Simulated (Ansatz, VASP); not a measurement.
# Cross-check of Ca3Al2Si3O12 (glassy Ca3Al2Si3O12) between VASP and Ansatz

Aim: how closely do two programs agree when they are given the same cell, functional and k mesh? Of the first pair: The structure shown is the start of the Ansatz relaxation below; VASP solves that cell, so the two are compared at the walk's first step.

Calculated with Ansatz 0.2.0; plane waves, with VASP 6.6.1 beside it; single point at PBE.

**1. The structure**

The cell holds 160 atoms: 16 Al, 24 Ca, 96 O and 24 Si. Cell: a = 12.669 Å, b = 12.598 Å, c = 12.504 Å, α = 90.7°, β = 90.1°, γ = 88.9°. As first built, before any earlier steps moved the atoms (in the runner's words): 160 atoms (16 Al, 24 Ca, 96 O, 24 Si) placed at random at 2.84 g/cm^3, melted at 4500 K for 20 ps at fixed volume with the Morse and Coulomb pair potential with partial charges (Pedone, Malavasi, Menziani, Cormack and Segre, J. Phys. Chem. B 110, 11780 (2006)). Quenched from 4500 K to 300 K at 20 K/ps and fixed volume, held 5 ps.

**2. Ansatz: relaxation, PBE**

Ansatz runs on its default PAW (the set named soft_2) files.

The two programs are compared at the cell with which this relaxation starts, whose forces are those of its first step.

The input, input.yaml:

```yaml
crystal:
  lattice:
    - [12.66867, 0.11852, -0.01509]
    - [0.11852, 12.5977, -0.07334]
    - [-0.01509, -0.07334, 12.5034]
  atoms:
    - { symbol: Al, position: [0.41468, 0.00515, 0.19792] }
    - { symbol: Al, position: [0.0366, 0.67448, 0.50937] }
    - { symbol: Al, position: [0.34721, 0.5748, 0.15518] }
    - { symbol: Al, position: [0.70849, 0.47269, 0.3481] }
    - { symbol: Al, position: [0.54764, 0.43205, 0.52212] }
    - { symbol: Al, position: [0.97212, 0.87649, 0.73747] }
    - { symbol: Al, position: [0.47885, 0.21668, 0.45444] }
    - { symbol: Al, position: [0.79041, 0.35281, 0.12753] }
    - { symbol: Al, position: [0.08876, 0.94456, 0.91009] }
    - { symbol: Al, position: [0.90729, 0.76982, 0.9206] }
    - { symbol: Al, position: [0.82553, 0.92985, 0.51557] }
    - { symbol: Al, position: [0.03551, 0.50485, 0.85581] }
    - { symbol: Al, position: [0.88314, 0.65442, 0.69928] }
    - { symbol: Al, position: [0.29523, 0.04474, 0.47267] }
    - { symbol: Al, position: [0.52632, 0.64744, 0.42245] }
    - { symbol: Al, position: [0.17425, 0.30971, 0.82774] }
    - { symbol: Ca, position: [0.26537, 0.77817, 0.32461] }
    - { symbol: Ca, position: [0.52511, 0.9155, 0.98387] }
    - { symbol: Ca, position: [0.83381, 0.20541, 0.48022] }
    - { symbol: Ca, position: [0.14162, 0.52022, 0.64671] }
    - { symbol: Ca, position: [0.31116, 0.28387, 0.25742] }
    - { symbol: Ca, position: [0.52247, 0.67357, 0.93682] }
    - { symbol: Ca, position: [0.7141, 0.81986, 0.18404] }
    - { symbol: Ca, position: [0.64635, 0.47578, 0.86279] }
    - { symbol: Ca, position: [0.5301, 0.42813, 0.22938] }
    - { symbol: Ca, position: [0.23015, 0.01184, 0.06786] }
    - { symbol: Ca, position: [0.00303, 0.43582, 0.08727] }
    - { symbol: Ca, position: [0.76995, 0.68983, 0.47708] }
    - { symbol: Ca, position: [0.2229, 0.26628, 0.50124] }
    - { symbol: Ca, position: [0.39516, 0.3838, 0.71403] }
[... 124 atom lines left out ...]
    - { symbol: Si, position: [0.80452, 0.97269, 0.04592] }
    - { symbol: Si, position: [0.39668, 0.84684, 0.54407] }
    - { symbol: Si, position: [0.57643, 0.16571, 0.24712] }
    - { symbol: Si, position: [0.58448, 0.2736, 0.02847] }
    - { symbol: Si, position: [0.88261, 0.32371, 0.82222] }
    - { symbol: Si, position: [0.88079, 0.07682, 0.8468] }
kpoints:
  mp_grid: { grid: [1, 1, 1] }
hamiltonian:
  xc: pbe
scf:
  occupations: { method: gaussian, width: 0.05 }
output:
  forces: true
  eigenvalues: true
  stress: true
relax:
  f_tol: 0.05
  max_steps: 70
```

Launch:

```sh
$ ansatz run input.yaml --threads 4 --pin off --max-ram 8192MiB --backend cpu --events-out ev --progress --plain --runs-dir out
```

Numbers of over 12 decimals in the logs are rounded to 6 here.

The program printed:

```text
Warning: output.stress: scf.convergence.dr2_threshold = 1e-7 eV (the SCF's general default) is looser than the 1.08e-8 eV advised for a printed stress (1e-10 eV for each atom of the cell: 160, of which 108 are counted). What an SCF threshold leaves in a stress goes as its square root, and in the free energy as the threshold itself, and one threshold admits the most on a small cell: [figures from the program's tests c [...]
Engine: ansatz 0.2.0, aarch64-unknown-linux-gnu
Pseudopotentials: kind: paw
Pseudopotential: Al, paw, valence charge 3, recommended cutoff 420 eV (normal), Al.paw.azcp
Pseudopotential: Ca, paw, valence charge 10, recommended cutoff 420 eV (normal), Ca.paw.azcp
Pseudopotential: O, paw, valence charge 6, recommended cutoff 420 eV (normal), O.paw.azcp
Pseudopotential: Si, paw, valence charge 4, recommended cutoff 420 eV (normal), Si.paw.azcp
Functional definition: PBE
  parameter kappa = 0.804
  parameter beta = 0.066725
  exchange = pbe_x(kappa = kappa, mu = beta*pi^2/3)
  correlation = pbe_c(beta = beta)
Crystal: 160 atoms, lattice volume = 1995.248 Å³
Basis set: ecut = 420 eV, 38993 PW (Γ), exchange–correlation on 180×180×180 points (8 copies of the dense FFT grid, shifted against one another)
Bands: 640, of which v1, the nominal top of the filled ones, is band 480 counted from 1 (479 counted from 0)
Symmetry: 1 space group operations
Space group: P1 (ITA 1), of the structure as read, at distance tolerance 1.3e-4 Å
k-points: 1
Non-local potential: Al, projectors of the file, l = 0: 2, l = 1: 2, l = 2: 1
Non-local potential: Ca, projectors of the file, l = 0: 3, l = 1: 2, l = 2: 2
Non-local potential: O, projectors of the file, l = 0: 2, l = 1: 2, l = 2: 1
Non-local potential: Si, projectors of the file, l = 0: 2, l = 1: 2, l = 2: 2
PAW form: soft (Blöchl's): semilocal exchange-correlation on the pseudo side does not see the compensation charge
PAW one-centre angular grid: Al, 110 points (default); XC on 64 Gauss nodes
PAW one-centre angular grid: Ca, 110 points (default); XC on 64 Gauss nodes
PAW one-centre angular grid: O, 110 points (default); XC on 64 Gauss nodes
PAW one-centre angular grid: Si, 110 points (default); XC on 64 Gauss nodes
Initial density: superposition of atomic densities (neutral atoms: chi_scale 0, normalization atom), corrected by the library's trained network
Initial wavefunctions: pseudopotential atomic-orbital guess
Functional: x = pbe(κ = 0.804, μ = 0.219515), c = pbe(β = 0.066725)
SCF iter   1: F=—  HF=-122157.667743 eV  |F-HF|=—  |Δ(HF+E_count)|=         —  Δρ=2.18e-3  dr2=1.10e-1  ethr=1.77e-3  ⟨swp⟩=6.0  Hψ=2835  notcnv=0  defer=131
preconditioner: auto → Resta (q_TF=auto, 2.415 Å⁻¹)  ε∞=3.4  [insulator: Δε(μ)=4.120 eV  Ē_g=16.140 eV  σ=0.050 eV  W_gap=1.00  n_scr=460 (ndim 8)  ℏωp=25.1 eV  f_vac=0.070  D(μ)=0.00/eV (n_scr^D=0)  ε∞_Penn≈3.4]
SCF iter   2: F=—  HF=-122157.667822 eV  |F-HF|=—  |Δ(HF+E_count)|=   7.93e-5  Δρ=1.17e-3  dr2=2.36e-2  ethr=1.15e-5  ⟨swp⟩=2.0  Hψ=1033  notcnv=0  defer=131
SCF iter   3: F=—  HF=-122157.673739 eV  |F-HF|=—  |Δ(HF+E_count)|=   5.92e-3  Δρ=5.08e-4  dr2=6.42e-3  ethr=2.46e-6  ⟨swp⟩=2.0  Hψ=781  notcnv=0  defer=131
SCF iter   4: F=—  HF=-122157.675957 eV  |F-HF|=—  |Δ(HF+E_count)|=   2.22e-3  Δρ=1.44e-4  dr2=5.25e-4  ethr=6.69e-7  ⟨swp⟩=2.0  Hψ=773  notcnv=0  defer=131
SCF iter   5: F=—  HF=-122157.676060 eV  |F-HF|=—  |Δ(HF+E_count)|=   1.03e-4  Δρ=8.23e-5  dr2=1.30e-4  ethr=5.47e-8  ⟨swp⟩=2.0  Hψ=934  notcnv=0  defer=156
SCF iter   6: F=-122157.676081 eV  HF=-122157.676083 eV  |F-HF|=2.13e-6  |Δ(HF+E_count)|=   2.29e-5  Δρ=3.66e-5  dr2=2.39e-5  ethr=6.51e-9  ⟨swp⟩=15.0  Hψ=4151  notcnv=0
SCF 1 converged in 6 iterations: F = -122157.676081 eV  dr2 = 2.39e-5
  greatest PAW one-centre occupation: 0.996 electrons in one spin orbital (limit 2), on the Ca atom at site 19 (counted from 0), in its partial waves of l = 0
[...]
- { symbol: O, position: [0.610158, 0.559332, 0.332912] }
    - { symbol: O, position: [0.947771, 0.408002, 0.897099] }
    - { symbol: O, position: [0.256876, 0.600970, 0.408858] }
    - { symbol: O, position: [0.825879, 0.548970, 0.349753] }
    - { symbol: O, position: [0.147932, 0.437768, 0.796153] }
    - { symbol: O, position: [0.102296, 0.087484, 0.193308] }
    - { symbol: O, position: [0.192441, 0.981709, 0.385557] }
    - { symbol: O, position: [0.920509, 0.336608, 0.698537] }
    - { symbol: O, position: [0.876170, 0.385516, 0.489042] }
    - { symbol: O, position: [0.877025, 0.637166, 0.957060] }
    - { symbol: O, position: [0.755897, 0.351644, 0.810433] }
    - { symbol: O, position: [0.088956, 0.553450, 0.980747] }
    - { symbol: O, position: [0.070670, 0.754278, 0.391481] }
    - { symbol: O, position: [0.432587, 0.744523, 0.470133] }
    - { symbol: O, position: [0.276286, 0.392763, 0.408570] }
    - { symbol: O, position: [0.274408, 0.839424, 0.567904] }
    - { symbol: O, position: [0.236538, 0.695245, 0.955925] }
    - { symbol: O, position: [0.133181, 0.694011, 0.602584] }
    - { symbol: O, position: [0.303154, 0.075654, 0.243238] }
    - { symbol: O, position: [0.797228, 0.650837, 0.157309] }
    - { symbol: O, position: [0.584159, 0.050426, 0.671038] }
    - { symbol: O, position: [0.356877, 0.163882, 0.439450] }
    - { symbol: O, position: [0.874768, 0.736439, 0.320936] }
    - { symbol: O, position: [0.993501, 0.869044, 0.224245] }
[...]
- { symbol: O, position: [0.827489, 0.466626, 0.071408] }
    - { symbol: O, position: [0.299213, 0.254728, 0.798556] }
    - { symbol: O, position: [0.302630, 0.481448, 0.595370] }
    - { symbol: O, position: [0.451602, 0.518813, 0.454002] }
    - { symbol: O, position: [0.680996, 0.960753, 0.064150] }
    - { symbol: O, position: [0.584563, 0.475822, 0.657884] }
    - { symbol: O, position: [0.853373, 0.027109, 0.156201] }
    - { symbol: O, position: [0.847521, 0.851675, 0.015672] }
    - { symbol: Si, position: [0.193613, 0.792671, 0.656960] }
    - { symbol: Si, position: [0.971581, 0.822402, 0.339904] }
    - { symbol: Si, position: [0.223423, 0.321738, 0.052246] }
    - { symbol: Si, position: [0.628812, 0.602193, 0.659715] }
    - { symbol: Si, position: [0.079545, 0.856425, 0.128031] }
    - { symbol: Si, position: [0.502462, 0.966000, 0.736944] }
    - { symbol: Si, position: [0.014247, 0.265777, 0.637961] }
    - { symbol: Si, position: [0.881387, 0.616639, 0.255281] }
    - { symbol: Si, position: [0.792014, 0.586145, 0.038628] }
    - { symbol: Si, position: [0.799078, 0.056767, 0.272338] }
    - { symbol: Si, position: [0.318535, 0.502081, 0.465640] }
    - { symbol: Si, position: [0.420117, 0.456294, 0.986512] }
    - { symbol: Si, position: [0.285910, 0.789361, 0.882803] }
    - { symbol: Si, position: [0.651475, 0.112556, 0.579420] }
    - { symbol: Si, position: [0.150300, 0.651009, 0.038543] }
    - { symbol: Si, position: [0.183342, 0.076665, 0.293575] }
    - { symbol: Si, position: [0.994839, 0.419204, 0.462572] }
    - { symbol: Si, position: [0.491220, 0.770322, 0.224962] }
    - { symbol: Si, position: [0.805141, 0.971983, 0.046510] }
    - { symbol: Si, position: [0.401616, 0.844769, 0.544224] }
    - { symbol: Si, position: [0.578773, 0.165419, 0.248594] }
    - { symbol: Si, position: [0.582210, 0.273004, 0.027094] }
    - { symbol: Si, position: [0.881476, 0.327939, 0.824267] }
    - { symbol: Si, position: [0.879448, 0.076898, 0.838089] }
```

In the SCF lines HF is the Harris–Foulkes energy and dr2 the Hartree energy of the density residual, in eV; the loop may stop once dr2 is under the threshold and the program's other checks hold. Hψ counts applications of the Hamiltonian.

**3. VASP: single point, PBE, start cell, pair 1**

The same cell, functional, mesh and smearing now go to VASP, with its own data sets.

Lines of VASP's logs that name or quote its potential files are left out, and so is its time.

The input, INCAR:

```
SYSTEM = Ca3Al2Si3O12
PREC = Accurate
ENCUT = 520
EDIFF = 1E-06
NELM = 120
ISMEAR = 0
SIGMA = 0.05
LREAL = Auto
ALGO = Normal
GGA = PE
NBANDS = 592
LORBIT = 11
LWAVE = .FALSE.
LCHARG = .FALSE.
ISIF = 2
LASPH = .TRUE.
GGA_COMPAT = .FALSE.
EFERMI = MIDGAP
```

The input, POSCAR:

```
Ca3Al2Si3O12
1.0
   12.6686700000      0.1185200000     -0.0150900000
    0.1185200000     12.5977000000     -0.0733400000
   -0.0150900000     -0.0733400000     12.5034000000
Al Ca O Si
16 24 96 24
Direct
    0.4146825431      0.0051491190      0.1979169823
    0.0365979037      0.6744818013      0.5093669528
    0.3472121904      0.5747977341      0.1551813985
    0.7084903218      0.4726862462      0.3481019505
    0.5476401761      0.4320459941      0.5221179954
    0.9721183576      0.8764909784      0.7374674980
    0.4788487267      0.2166804508      0.4544377667
    0.7904073301      0.3528083880      0.1275334880
    0.0887609828      0.9445633739      0.9100895501
    0.9072896042      0.7698218687      0.9206015752
    0.8255305500      0.9298498832      0.5155679612
    0.0355111714      0.5048506060      0.8558121477
    0.8831384871      0.6544223058      0.6992835462
    0.2952267588      0.0447363465      0.4726663096
    0.5263172602      0.6474438312      0.4224471470
    0.1742474582      0.3097116554      0.8277383469
    0.2653687941      0.7781702741      0.3246137389
    0.5251096872      0.9155021392      0.9838737329
    0.8338129625      0.2054101632      0.4802171425
    0.1416172876      0.5202176051      0.6467112757
    0.3111565981      0.2838693443      0.2574191285
    0.5224704424      0.6735660847      0.9368238572
    0.7141007872      0.8198609383      0.1840382922
    0.6463527542      0.4757830015      0.8627931113
    0.5300966038      0.4281333494      0.2293774859
    0.2301520433      0.0118433526      0.0678568698
    0.0030282144      0.4358209590      0.0872729661
    0.7699498699      0.6898270732      0.4770790714
    0.2228966365      0.2662821915      0.5012390747
    0.3951627453      0.3838027831      0.7140306718
[... 124 atom lines left out ...]
    0.8045209262      0.9726867663      0.0459216748
    0.3966827586      0.8468360944      0.5440674458
    0.5764289956      0.1657132241      0.2471209208
    0.5844814571      0.2735987782      0.0284711006
    0.8826136662      0.3237094331      0.8222211151
    0.8807928503      0.0768166421      0.8468036611
```

The input, KPOINTS:

```
Automatic mesh
0
Gamma
1 1 1
0 0 0
```

The projector-augmented-wave data sets are Al, Ca_sv, O and Si (PBE family, release 64).

Launch:

```sh
$ export OMP_NUM_THREADS=3
$ mpirun -np 1 vasp_gam
```

The program printed:

```text
[banner, memory and clock lines left out]
running    1 mpi-ranks, on    1 nodes
[...]
Offloading initialized ...    1 GPUs detected
[...]
LDA part: xc-table for (Slater+PW92), standard interpolation
 POSCAR, INCAR and KPOINTS ok, starting setup
[...]
entering main loop
       N       E                     dE             d eps       ncg     rms          rms(c)
DAV:   1     0.118891641160E+05    0.11889E+05   -0.56453E+05  1184   0.168E+03
DAV:   2    -0.399818067742E+02   -0.11929E+05   -0.11516E+05  1440   0.472E+02
DAV:   3    -0.128571437387E+04   -0.12457E+04   -0.12383E+04  1400   0.165E+02
DAV:   4    -0.133786745562E+04   -0.52153E+02   -0.51933E+02  1520   0.318E+01
[...]
DAV:  18    -0.117125464812E+04    0.40245E-05   -0.94306E-05  1456   0.156E-02    0.942E-03
DAV:  19    -0.117125464767E+04    0.44480E-06   -0.10298E-05  1368   0.584E-03    0.537E-03
DAV:  20    -0.117125464733E+04    0.34214E-06   -0.25649E-06   976   0.394E-03
   1 F= -.11712546E+04 E0= -.11712546E+04  d E =0.000000E+00
```

From OUTCAR (step 3):

```text
  Total      135.7786119    125.9378049    130.6008702     -1.5684100      3.0682634     -1.4946059
  in kB      109.0297865    101.1276503    104.8720767     -1.2594281      2.4638056     -1.2001637
  external PRESSURE =     105.0098379 kB  Pullay stress =       0.0000000 kB

  FREE ENERGIE OF THE ION-ELECTRON SYSTEM (eV)
  ---------------------------------------------------
  free  energy   TOTEN  =     -1171.2546473287 eV

  energy  without entropy=    -1171.2546473287  energy(sigma->0) =    -1171.25464733

[... 3 further parts left out ...]
[key lines of the parts left out:]
E-fermi :   4.9368
```

The run ends at a pressure of 10.50 GPa, with forces up to 1.3 eV/Å.

**4. Differences**

Known differences besides the potentials themselves: the cutoff is 420 eV in Ansatz and 520 eV in VASP (PREC = Accurate, projectors in real space). Total energies have different zeros and are not compared.

Forces on 9 of the 160 atoms, those with the largest forces and the largest differences (eV/Å; atoms numbered as in POSCAR):

```
 atom          Ansatz x, y, z            VASP x, y, z
  O52  -0.912, -0.366, -0.639  -0.943, -0.407, -0.681
  O56   -0.439, 0.959, -0.351   -0.457, 1.037, -0.368
  O84    -0.367, 0.629, 1.003    -0.389, 0.674, 1.054
  O86    0.663, -0.558, 0.760    0.700, -0.586, 0.803
 O120   1.100, -0.389, -0.313   1.176, -0.412, -0.331
 O123     1.111, 0.072, 0.314     1.176, 0.074, 0.329
 O124    0.591, -0.920, 0.312    0.625, -0.984, 0.328
 O133    -1.147, 0.083, 0.077    -1.215, 0.100, 0.081
Si141  -0.294, -0.058, -0.004  -0.384, -0.050, -0.004
```

The forces differ by 26 meV/Å r.m.s., which is 6.8 % of the r.m.s. force of 0.378 eV/Å (both taken over all components).

[end of part 1 of 2]

[Lines on the potential files, build, host, timing and source positions are cut from VASP's logs without a mark.]

[Logs are printed without paths, hosts, clocks, repeated set-up lines and the standing remarks that a program may print on its own settings, such as how far it seeks lower states.]

[Hosts, paths, dates, database ids (printed as entryN), source tags and the programs' standing remarks are cut or masked in the printed files.]
